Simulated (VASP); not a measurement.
```xyz
6
Lattice="0.0000 3.1435 3.1435 3.1435 0.0000 3.1435 3.1435 3.1435 0.0000" Properties=species:S:1:pos:R:3 pbc="T T T"
Ag     0.0000     0.0000     0.0000
Ag     1.5717     1.5717     1.5717
Be     3.9294     3.9294     3.9294
Be     3.9294     2.3576     2.3576
Be     2.3576     2.3576     3.9294
Be     2.3576     3.9294     2.3576
```

Calculation: PBEsol GGA, VASP's PBE PAW potentials (set 64) (plane waves; VASP 6.6.1). Numerical set-up: 300 eV cut-off, 6×6×6 Γ-centred mesh, Gaussian smearing of 0.10 eV, potentials Ag Be.

At this cut-off the stress carries a Pulay error, which pulls relaxed volumes low.

Q: Give the stress tensor in GPa (positive for a compressed cell).

A: 
```
3.43  0.00  0.00
0.00  3.43  0.00
0.00  0.00  3.43
```
The pressure is its mean diagonal, 3.43 GPa.

The structure comes from a measured Be2Ag entry of the Crystallography Open Database, whose conditions weren't checked. The cell was not relaxed at this level.
